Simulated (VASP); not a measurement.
Output of a VASP run:

### OSZICAR
```
       N       E                     dE             d eps       ncg     rms          rms(c)
DAV:   1     0.983428311367E+01    0.98343E+01   -0.46674E+03  4680   0.964E+02
DAV:   2    -0.281888874276E+02   -0.38023E+02   -0.36996E+02  7462   0.145E+02
DAV:   3    -0.288325553591E+02   -0.64367E+00   -0.63771E+00  6492   0.197E+01
DAV:   4    -0.288354383311E+02   -0.28830E-02   -0.28799E-02  7557   0.113E+00
DAV:   5    -0.288354418940E+02   -0.35629E-05   -0.35629E-05  6658   0.280E-02    0.218E+01
DAV:   6    -0.265709761445E+02    0.22645E+01   -0.63778E+00  6165   0.139E+01    0.111E+01
DAV:   7    -0.263586427340E+02    0.21233E+00   -0.11878E+00  7117   0.641E+00    0.278E+00
DAV:   8    -0.263315665333E+02    0.27076E-01   -0.11445E-01  6307   0.209E+00    0.623E-01
DAV:   9    -0.263292547483E+02    0.23118E-02   -0.10111E-02  6331   0.605E-01    0.117E-01
DAV:  10    -0.263292331160E+02    0.21632E-04   -0.28431E-04  5823   0.133E-01    0.410E-02
DAV:  11    -0.263292232462E+02    0.98698E-05   -0.51801E-05  7500   0.461E-02    0.591E-03
DAV:  12    -0.263292222320E+02    0.10142E-05   -0.21429E-06  5069   0.108E-02    0.852E-03
DAV:  13    -0.263292219875E+02    0.24442E-06   -0.45906E-07  3009   0.427E-03
   1 F= -.26329222E+02 E0= -.26329298E+02  d E =0.227895E-03
```

OUTCAR:
```
------------------------ aborting loop because EDIFF is reached ----------------------------------------
  FORCE on cell =-STRESS in cart. coord.  units (eV):
  Direction    XX          YY          ZZ          XY          YZ          ZX
  --------------------------------------------------------------------------------------
  Total        3.3664755      1.3403100      2.4182971      0.0118974      0.0000000      0.0000000
  in kB      188.6587349     75.1115502    135.5224135      0.6667342      0.0000000      0.0000000
  external PRESSURE =     133.0975662 kB  Pullay stress =       0.0000000 kB
  volume of cell :       28.59
      direct lattice vectors                 reciprocal lattice vectors
     1.537905000 -2.710871000  0.000000000     0.325117611 -0.184442565  0.000000000
     1.537905000  2.710871000  0.000000000     0.325117611  0.184442565  0.000000000
     0.000000000  0.000000000  3.428789000     0.000000000  0.000000000  0.291648159
 POSITION                                       TOTAL-FORCE (eV/Angst)
 -----------------------------------------------------------------------------------
      0.00000      0.00000      0.00000         0.777098      0.048505      0.000000
      1.53790      0.90363      1.71439         1.083669     -0.173058      0.000000
      1.63427     -0.90363      1.71439        -1.860768      0.124552      0.000000
 -----------------------------------------------------------------------------------
    total drift:                               -0.000003     -0.000003      0.000000
  FREE ENERGIE OF THE ION-ELECTRON SYSTEM (eV)
  ---------------------------------------------------
  free  energy   TOTEN  =       -26.3292219875 eV

  energy  without entropy=      -26.3294498825  energy(sigma->0) =      -26.32929795
```
(Selected blocks of OUTCAR.)

### POSCAR
```
HfB2
1
    1.5379050000    -2.7108710000     0.0000000000
    1.5379050000     2.7108710000     0.0000000000
    0.0000000000     0.0000000000     3.4287890000
Hf B
1 2
Direct
  0.0000000000   0.0000000000   0.0000000000
  0.3333330000   0.6666670000   0.5000000000
  0.6979980000   0.3646640000   0.5000000000
```

Task: Reconstruct the remaining input files.

Result: This is not unique; one that fits is the input of the run itself, PBE GGA, plane waves, VASP's PBE PAW potentials (set 64).

**INCAR**
```
# general
SYSTEM =HfB2
PREC   =Accurate
ENCUT  =520   # plane-wave cut-off (eV)
LREAL  =.FALSE.
LASPH  =.TRUE.

# electronic loop
EDIFF  =1E-6
NELM   =100
ALGO   =Normal
LMAXMIX=6   # l cut-off of mixed one-centre charges

# smearing
ISMEAR =1
SIGMA  =0.1   # width (eV)

# functional
GGA    =PE

# ions
ISIF   =2   # forces and stress, cell fixed

# output
LWAVE  =.FALSE.
LCHARG =.FALSE.
```

**KPOINTS**
```
Automatic mesh
0
gamma
  10 10 8
```

POTCAR, in this order: Hf B (PBE.64 set). Program: vasp_std.

The compound is HfB2 in the AlB2 type structure. The cell was not relaxed at this level, atoms are displaced from their ideal sites. The run is one of a series of settings (POTCAR Hf B (PBE.64 set) against the base run), some of them coarse on purpose.
